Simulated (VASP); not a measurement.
# Be3ZnTe4 (I-42m) in VASP: a series of runs, part 2 of 2

VASP 6.6.1.

### 3 Born charges and dielectric tensor, PBE

The input, INCAR:

```
SYSTEM = Be3ZnTe4
PREC = Accurate ; ENCUT = 520
EDIFF = 1E-8 ; ISMEAR = 0
SIGMA = 0.02 ; LREAL = .False.
LASPH = .True. ; NELM = 60
ALGO = Normal ; ISIF = 2
LWAVE = .False. ; LCHARG = .False.
GGA = PE ; LEPSILON = .True.
KPAR = 8
```

The input, KPOINTS:

```
Automatic mesh
0
Gamma
  6 6 6
  0 0 0
```

The input, POSCAR:

```
Be3ZnTe4
1.0
   -2.9004200000      2.9004200000      5.7844800000
    2.9004200000     -2.9004200000      5.7844800000
    2.9004200000      2.9004200000     -5.7844800000
Be Zn Te
3 1 4
Direct
    0.5000000000      0.5000000000      0.0000000000
    0.7500000000      0.2500000000      0.5000000000
    0.2500000000      0.7500000000      0.5000000000
    0.0000000000      0.0000000000      0.0000000000
    0.1336510000      0.1336510000      0.5282340000
    0.6054180000      0.6054180000      0.4717660000
    0.8663490000      0.3945820000      0.0000000000
    0.3945820000      0.8663490000      0.0000000000
```

Potentials or basis: VASP PAW PBE potentials, release 64 (Be, Zn, Te).

Command:

```sh
$ cat potpaw_PBE.64/Be/POTCAR potpaw_PBE.64/Zn/POTCAR potpaw_PBE.64/Te/POTCAR > POTCAR
$ mpirun -np 8 vasp_std > vasp.out
```

OUTCAR:

```text
SYSTEM = Be3ZnTe4
   PREC = Accurate
   ENCUT = 520
   EDIFF = 1E-8
   ISMEAR = 0
   LREAL = .False.
   LASPH = .True.
   NELM = 60
   ISIF = 2
   GGA = PE
   LEPSILON = .True.

 ion  position               nearest neighbor table
   1  0.500  0.500  0.000-   6 2.45   7 2.45   8 2.45   5 2.45
   2  0.750  0.250  0.500-   5 2.48   7 2.48   8 2.48   6 2.48
   3  0.250  0.750  0.500-   5 2.48   8 2.48   7 2.48   6 2.48
   4  0.000  0.000  0.000-   7 2.64   8 2.64   6 2.64   5 2.64
   5  0.134  0.134  0.528-   1 2.45   2 2.48   3 2.48   4 2.64
   6  0.605  0.605  0.472-   1 2.45   2 2.48   3 2.48   4 2.64
   7  0.866  0.395  0.000-   1 2.45   2 2.48   3 2.48   4 2.64
   8  0.395  0.866  0.000-   1 2.45   3 2.48   2 2.48   4 2.64

  LATTYP: Found a body centered tetragonal cell.
 ALAT       =     5.8008400000
 C/A-ratio  =     1.9943594376

  Lattice vectors:

 A1 = (  -2.9004200000,   2.9004200000,   5.7844800000)
 A2 = (   2.9004200000,  -2.9004200000,   5.7844800000)
 A3 = (   2.9004200000,   2.9004200000,  -5.7844800000)

Analysis of symmetry for initial positions (statically):
=====================================================================
 Subroutine PRICEL returns:
 Original cell was already a primitive cell.

 Routine SETGRP: Setting up the symmetry group for a
 body centered tetragonal supercell.

[... 955 lines left out ...]
    -0.00014  0.52640  0.00000
     0.52640 -0.00014  0.00000
     0.00000  0.00000  0.00015

 MACROSCOPIC STATIC DIELECTRIC TENSOR (including local field effects in DFT)
 ------------------------------------------------------
           7.829078     0.000000     0.000000
           0.000000     7.829078     0.000000
          -0.000000     0.000000     7.730685
 ------------------------------------------------------

 PIEZOELECTRIC TENSOR (including local field effects)  for field in x, y, z        (e  Angst)
          XX          YY          ZZ          XY          YZ          ZX
  --------------------------------------------------------------------------------
  x     0.00000     0.00000     0.00000     0.00000     6.31873     0.00000
  y     0.00000     0.00000     0.00000     0.00000     0.00000     6.31873
  z     0.00000     0.00000     0.00000     6.39518     0.00000     0.00000

 PIEZOELECTRIC TENSOR (including local field effects)  for field in x, y, z        (C/m^2)
          XX          YY          ZZ          XY          YZ          ZX
  --------------------------------------------------------------------------------
  x     0.00000     0.00000     0.00000     0.00000     0.52011     0.00000
  y     0.00000     0.00000     0.00000     0.00000     0.00000     0.52011
  z     0.00000     0.00000     0.00000     0.52640     0.00000     0.00000

 BORN EFFECTIVE CHARGES (including local field effects) (in |e|, cummulative output)
 ---------------------------------------------------------------------------------
 ion    1
    1     1.27413     0.00000     0.00000
    2     0.00000     1.27413     0.00000
    3     0.00000     0.00000     1.58892
 ion    2
    1     1.51905    -0.12404     0.00000
    2     0.12404     1.51905     0.00000
    3     0.00000     0.00000     1.35098
 ion    3
    1     1.51905     0.12404     0.00000
    2    -0.12404     1.51905     0.00000
    3     0.00000     0.00000     1.35098
 ion    4
    1     1.93830     0.00000     0.00000
    2     0.00000     1.93830     0.00000
    3     0.00000     0.00000     1.92528
 ion    5
    1    -1.56264     0.04200    -0.02003
    2     0.04200    -1.56264    -0.02003
    3    -0.05613    -0.05613    -1.55404
 ion    6
    1    -1.56264     0.04200     0.02003
    2     0.04200    -1.56264     0.02003
    3     0.05613     0.05613    -1.55404
 ion    7
    1    -1.56264    -0.04200     0.02003
    2    -0.04200    -1.56264    -0.02003
    3     0.05613    -0.05613    -1.55404
 ion    8
    1    -1.56264    -0.04200    -0.02003
    2    -0.04200    -1.56264     0.02003
    3    -0.05613     0.05613    -1.55404
```

OSZICAR:

```text
N       E                     dE             d eps       ncg     rms          rms(c)
DAV:   1     0.225166201696E+03    0.22517E+03   -0.16908E+04  1560   0.142E+03
DAV:   2    -0.821103840453E+01   -0.23338E+03   -0.22786E+03  1822   0.269E+02
DAV:   3    -0.281132536134E+02   -0.19902E+02   -0.19823E+02  1944   0.850E+01
DAV:   4    -0.285745694255E+02   -0.46132E+00   -0.46097E+00  2048   0.126E+01
[... 12 lines left out ...]
RMM:  11    -0.399446582843E+01    0.53570E-04   -0.50339E-06  4601   0.175E-03    0.303E-04
RMM:  12    -0.399446693047E+01   -0.11020E-05   -0.27522E-07  4759   0.147E-03    0.189E-04
RMM:  13    -0.399446619687E+01    0.73360E-06   -0.22408E-06  4661   0.127E-03    0.661E-05
RMM:  14    -0.399446587376E+01    0.32311E-06   -0.14958E-06  4607   0.123E-03    0.129E-05
RMM:  15    -0.399446621780E+01   -0.34405E-06   -0.18710E-07  4618   0.122E-03    0.555E-06
```

stdout:

```text
POSCAR found type information on POSCAR BeZnTe
 POSCAR found :  3 types and       8 ions
 scaLAPACK will be used
 -----------------------------------------------------------------------------
|                                                                             |
|           W    W    AA    RRRRR   N    N  II  N    N   GGGG   !!!           |
|           W    W   A  A   R    R  NN   N  II  NN   N  G    G  !!!           |
[... 39 lines left out ...]
  Direction:   1
 dielectric tensor                  component  1 :     7.829     0.028    -0.131
 Linear response to external field, progress :
  Direction:   2
 dielectric tensor                  component  2 :    -0.528     7.829     0.006
 Linear response to external field, progress :
  Direction:   3
 dielectric tensor                  component  3 :    -0.159     0.017     7.731
 Born effective charges drift removed
```

It took 7.4 min on 8 MPI ranks of Intel Xeon 6975P-C (Granite Rapids), shared host; peak memory 1.1 GiB.

What came out:

* Band gap on the k mesh: 2.01 eV, indirect (least direct gap 2.09 eV)
* Electronic dielectric tensor (diagonal): 7.83, 7.83, 7.73
* Born charges (mean of the diagonal): Be +1.38, +1.46; Zn +1.93; Te -1.56 e

Electronic dielectric tensor:
```
7.83 0.00 0.00
0.00 7.83 0.00
0.00 0.00 7.73
```

Born effective charge tensors (e):
atom 1, Be
```
1.27 0.00 0.00
0.00 1.27 0.00
0.00 0.00 1.59
```
atom 2, Be
```
 1.52 -0.12  0.00
 0.12  1.52  0.00
 0.00  0.00  1.35
```
atom 3, Be
```
 1.52  0.12  0.00
-0.12  1.52  0.00
 0.00  0.00  1.35
```
atom 4, Zn
```
1.94 0.00 0.00
0.00 1.94 0.00
0.00 0.00 1.93
```
atom 5, Te
```
-1.56  0.04 -0.02
 0.04 -1.56 -0.02
-0.06 -0.06 -1.55
```
atom 6, Te
```
-1.56  0.04  0.02
 0.04 -1.56  0.02
 0.06  0.06 -1.55
```
atom 7, Te
```
-1.56 -0.04  0.02
-0.04 -1.56 -0.02
 0.06 -0.06 -1.55
```
atom 8, Te
```
-1.56 -0.04 -0.02
-0.04 -1.56  0.02
-0.06  0.06 -1.55
```

Caveat: spin-orbit coupling is left out, which moves the levels of the heavy elements. A k mesh can miss the band edges.
